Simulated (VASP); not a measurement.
Calculation: PBE GGA, VASP's PBE PAW potentials (set 64) (plane waves; VASP).

The input files of a VASP run:

File KPOINTS:
```
Automatic mesh
0
Gamma
5 5 5
0 0 0
```

INCAR:
```
ALGO  =  Normal
EDIFF  =  1E-6
ENCUT  =  520
GGA  =  PE
ISMEAR  =  0
LASPH  =  T
LCHARG  =  T
LMAXMIX  =  4
LREAL  =  F
LWAVE  =  F
NELM  =  100
PREC  =  Accurate
SIGMA  =  0.05
SYSTEM  =  SrCl2
```

POSCAR:
```
SrCl2
1.0
  0.0000000000   3.5201566425   3.5201566425
  3.5201566425   0.0000000000   3.5201566425
  3.5201566425   3.5201566425   0.0000000000
Sr Cl
1 2
Cartesian
  0.0000000000   0.0000000000   0.0000000000
  1.7600783212   1.7600783212   1.7600783212
  5.2802349637   5.2802349637   5.2802349637
```

POTCAR, in this order: Sr_sv Cl (PBE.64 set). Program: vasp_std.

What VASP printed:

**OUTCAR**
```
 ion  position               nearest neighbor table
   1  0.000  0.000  0.000-   3 3.05   3 3.05   3 3.05   2 3.05   3 3.05   2 3.05   2 3.05   2 3.05
  LATTYP: Found a face centered cubic cell.
 ALAT       =     7.0403132850
 Subroutine PRICEL returns:
 Original cell was already a primitive cell.
 Subroutine GETGRP returns: Found 48 space group operations
The static configuration has the point symmetry O_h .
The dynamic configuration has the point symmetry O_h .
 Subroutine INISYM returns: Found 48 space group operations
 Subroutine IBZKPT returns following result:
 Found     10 irreducible k-points:

 Following reciprocal coordinates:
            Coordinates               Weight
  0.000000  0.000000  0.000000      1.000000
  0.200000  0.000000  0.000000      8.000000
  0.400000  0.000000  0.000000      8.000000
  0.200000  0.200000  0.000000      6.000000
  0.400000  0.200000  0.000000     24.000000
 -0.400000  0.200000  0.000000     24.000000
 -0.200000  0.200000  0.000000     12.000000
  0.400000  0.400000  0.000000      6.000000
 -0.400000  0.400000  0.000000     12.000000
 -0.400000  0.400000  0.200000     24.000000
...
```

OSZICAR:
```
       N       E                     dE             d eps       ncg     rms          rms(c)
DAV:   1     0.145743424078E+03    0.14574E+03   -0.11637E+04   320   0.135E+03
DAV:   2    -0.439093461674E+01   -0.15013E+03   -0.14760E+03   432   0.243E+02
DAV:   3    -0.127827200465E+02   -0.83918E+01   -0.83840E+01   432   0.626E+01
DAV:   4    -0.130756558723E+02   -0.29294E+00   -0.29286E+00   568   0.942E+00
DAV:   5    -0.130784920929E+02   -0.28362E-02   -0.28362E-02   456   0.746E-01    0.122E+01
DAV:   6    -0.127726002814E+02    0.30589E+00   -0.82139E-01   432   0.518E+00    0.804E+00
DAV:   7    -0.127823400767E+02   -0.97398E-02   -0.44964E-01   488   0.421E+00    0.212E+00
DAV:   8    -0.127884737010E+02   -0.61336E-02   -0.60687E-02   384   0.150E+00    0.328E-01
DAV:   9    -0.127899848988E+02   -0.15112E-02   -0.27473E-03   464   0.323E-01    0.119E-01
DAV:  10    -0.127913198426E+02   -0.13349E-02   -0.11095E-03   376   0.223E-01    0.303E-02
DAV:  11    -0.127914069837E+02   -0.87141E-04   -0.94559E-05   472   0.574E-02    0.366E-02
DAV:  12    -0.127914193834E+02   -0.12400E-04   -0.17024E-05   376   0.238E-02    0.845E-03
DAV:  13    -0.127914219538E+02   -0.25705E-05   -0.54894E-06   448   0.132E-02    0.382E-03
DAV:  14    -0.127914218359E+02    0.11793E-06   -0.34893E-07   296   0.418E-03
   1 F= -.12791422E+02 E0= -.12791422E+02  d E =-.612256E-13
```

### OUTCAR
```
------------------------ aborting loop because EDIFF is reached ----------------------------------------
  FORCE on cell =-STRESS in cart. coord.  units (eV):
  Direction    XX          YY          ZZ          XY          YZ          ZX
  --------------------------------------------------------------------------------------
  Total        0.0465110      0.0465110      0.0465110      0.0000000      0.0000000     -0.0000000
  in kB        0.8541819      0.8541819      0.8541819      0.0000000      0.0000000     -0.0000000
  external PRESSURE =       0.8541819 kB  Pullay stress =       0.0000000 kB
  volume of cell :       87.24
      direct lattice vectors                 reciprocal lattice vectors
     0.000000000  3.520156642  3.520156642    -0.142039134  0.142039134  0.142039134
     3.520156642  0.000000000  3.520156642     0.142039134 -0.142039134  0.142039134
     3.520156642  3.520156642  0.000000000     0.142039134  0.142039134 -0.142039134
 POSITION                                       TOTAL-FORCE (eV/Angst)
 -----------------------------------------------------------------------------------
      0.00000      0.00000      0.00000        -0.000000     -0.000000     -0.000000
      1.76008      1.76008      1.76008        -0.000000      0.000000      0.000000
      5.28023      5.28023      5.28023         0.000000      0.000000     -0.000000
 -----------------------------------------------------------------------------------
    total drift:                               -0.000000     -0.000000      0.000000
  FREE ENERGIE OF THE ION-ELECTRON SYSTEM (eV)
  ---------------------------------------------------
  free  energy   TOTEN  =       -12.7914218359 eV

  energy  without entropy=      -12.7914218359  energy(sigma->0) =      -12.79142184
```
(Selected blocks of OUTCAR.)

The compound is SrCl2 in the fluorite structure. It was relaxed first.
